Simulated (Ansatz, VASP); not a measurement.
# Fitting the PBE energy curve of Ni3Hg

```cif
data_structure
_symmetry_space_group_name_H-M 'Pm-3m'
_symmetry_Int_Tables_number 221
_cell_length_a 3.7449
_cell_length_b 3.7449
_cell_length_c 3.7449
_cell_angle_alpha 90.000
_cell_angle_beta 90.000
_cell_angle_gamma 90.000
_cell_volume 52.52
loop_
_atom_site_label
_atom_site_type_symbol
_atom_site_symmetry_multiplicity
_atom_site_Wyckoff_symbol
_atom_site_fract_x
_atom_site_fract_y
_atom_site_fract_z
_atom_site_occupancy
Hg1 Hg 1 a 0.00000 0.00000 0.00000 1
Ni1 Ni 3 c 0.50000 0.50000 0.00000 1
```

The cell comes from a database or a generator and needn't be the stable form of this composition.

The cell was scaled at fixed shape and fractions and run with Ansatz, Ansatz PAW, cutoff 420 eV; PBE, k mesh 7 × 7 × 7 on the cell of 4 atoms, fermi-dirac occupations of 0.05 eV, collinear spin, ferromagnetic start, no spin-orbit coupling. Energies are those that the program minimises, any entropy of the smearing included. For a metal such a mesh isn't converged to the digits shown. The magnetic state is the one that the start led to, which needn't be the lowest.

```tsv
V (Å³/atom)	energy over the lowest row (meV/atom)
12.3422	31.59
12.6048	?
12.8674	4.32
13.1300	0.00
13.3926	0.93
13.6552	6.51
13.9178	16.17
```

Q: Fit the third-order Birch-Murnaghan form, give V0, B0 and B′, and predict the energy left open.

A: With y = (V0/V)^(2/3), E = E0 + (9 V0 B0/16) [(y - 1)³ B′ + (y - 1)² (6 - 4y)]. Least squares through the rows shown give V0 = 13.2108 Å³/atom, E0 = -0.24 meV, B0 = 155.0 GPa (1 eV/Å³ = 160.218 GPa) and B′ = 5.26, with a largest miss of 0.01 meV. At V = 12.6048 the form with these constants gives 14.59 meV; the run gave 14.59 meV an atom. Other set-ups at this level, from all their volumes (Å³/atom, GPa): VASP, PBE PAW files Hg, Ni, 520 eV: V0 13.297, B0 153.3.
